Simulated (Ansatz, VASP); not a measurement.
## CuB3Os: VASP beside Ansatz

```
Cu B Os
1.0
     2.91320    1.68194    3.35869
    -2.91320    1.68194    3.35869
     0.00000   -3.36387    3.35869
Cu B Os
2 6 2
Cartesian
  0.0000 0.0000 5.0380
  0.0000 0.0000 0.0000
  -0.8264 -1.6819 4.1984
  -1.0434 1.5567 4.1984
  0.8264 1.6819 5.8777
  -1.8698 -0.1253 5.8777
  1.0434 -1.5567 5.8777
  1.8698 0.1253 4.1984
  0.0000 0.0000 7.5570
  0.0000 0.0000 2.5190
```

Alike in both runs: functional PBE; k mesh 6 × 6 × 6; occupations gaussian, width 0.1 eV; no spin polarisation.

Ansatz relaxed the structure, and its values are those at the end. VASP's run is a single point on that final structure, the one shown.

|  | VASP | Ansatz |
| --- | --- | --- |
| version | VASP 6.6.1 | Ansatz 0.2.0 |
| potentials or method | VASP PAW PBE potentials, release 64 (Cu, B, Os) | scalar-relativistic, plane waves, PAW |
| plane-wave cutoff (eV) | 520 | 420 |
| valence electrons in the cell | 56 | 88 |

|  | VASP | Ansatz | Ansatz less VASP |
| --- | --- | --- | --- |
| gap on the k mesh at the Fermi level (eV) | none | none | - |
| pressure (GPa) | 0.5 | -0.2 | -0.62 |
| rms of the force components (eV/Å) | 0.021 | 0.009 | -0.0124 |

A gap of «none» marks a metal or a gap that the smearing closes. The two sets of potentials don't hold the same shells in valence.

Spin-orbit coupling is left out, which matters for the levels of Os.
